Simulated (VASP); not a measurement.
Input:

```yaml
crystal:
  lattice:
    - [0.00000, 2.65974, 2.65974]
    - [2.65974, 0.00000, 2.65974]
    - [10.72674, 10.72674, -0.08779]
  atoms:
    - { symbol: Na, position: [0.01421, 0.01421, 0.98934] }
    - { symbol: Na, position: [0.98579, 0.98579, 0.26066] }
    - { symbol: Cl, position: [0.50000, 0.50000, 0.12500] }
    - { symbol: Cl, position: [0.47061, 0.47061, 0.39704] }
    - { symbol: Cl, position: [0.50000, 0.50000, 0.62500] }
    - { symbol: Cl, position: [0.52939, 0.52939, 0.85296] }
    - { symbol: Li, position: [0.98648, 0.98648, 0.51014] }
    - { symbol: Li, position: [0.01352, 0.01352, 0.73986] }
```

All values below come from PBEsol GGA, VASP's PBE PAW potentials (set 64) (plane waves; VASP 6.6.1). Run with 520 eV cut-off, 8×8×2 Γ-centred mesh, tetrahedra with Blöchl corrections, potentials Na_pv Cl Li_sv.

The cores are frozen, which limits the accuracy of field gradients.

Task: Give the principal components of the electric field gradient (V/Å²) and the asymmetry η at each nucleus.

Result: 
```tsv
atom	Vxx	Vyy	Vzz	η
Na1	1.5	1.5	-2.9	0.00
Na2	1.5	1.5	-2.9	0.00
Cl3	-9.0	-9.0	17.9	0.00
Cl4	0.1	0.1	-0.1	-
Cl5	8.5	8.5	-17.0	0.00
Cl6	0.1	0.1	-0.1	-
Li7	-0.1	-0.1	0.2	-
Li8	-0.1	-0.1	0.2	-
```

The structure was generated: Li2Na2Cl4 was put into an ordered model structure (R-3m), which need not be its known phase. It was relaxed first.
